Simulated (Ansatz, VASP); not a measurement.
One calculation of NaB4, two programs

```
CELL_PARAMETERS angstrom
-1.53320 1.53320 4.08301
1.53320 -1.53320 4.08301
1.53320 1.53320 -4.08301
ATOMIC_POSITIONS crystal
Na 0.00000 0.00000 0.00000
B 0.75000 0.25000 0.50000
B 0.37995 0.37995 0.00000
B 0.62005 0.62005 0.00000
B 0.25000 0.75000 0.50000
```

Change from the starting cell: species swapped into the NaGa4 type (I4/mmm, No. 139).

Alike in both runs: functional PBE; k mesh 8 × 8 × 8; occupations gaussian, width 0.1 eV; no spin polarisation.

Ansatz relaxed the structure, and its values are those at the end. VASP's run is a single point on that final structure, the one shown.

|  | VASP | Ansatz |
| --- | --- | --- |
| version | VASP 6.6.1 | Ansatz 0.2.0 |
| potentials or method | VASP PAW PBE potentials, release 64 (Na_pv, B) | scalar-relativistic, plane waves, PAW |
| plane-wave cutoff (eV) | 520 | 420 |
| valence electrons in the cell | 19 | 21 |

|  | VASP | Ansatz | Ansatz less VASP |
| --- | --- | --- | --- |
| gap on the k mesh at the Fermi level (eV) | none | none | - |
| pressure (GPa) | 0.3 | 0.0 | -0.30 |
| rms of the force components (eV/Å) | 0.003 | 0.000 | -0.0030 |

A gap of «none» marks a metal or a gap that the smearing closes. The functional is the same, so the differences come from potentials, cutoffs and numerics. The two sets of potentials don't hold the same shells in valence.

Caveats: the k mesh is coarse (spacing up to 0.36 Å⁻¹), so the values aren't converged.
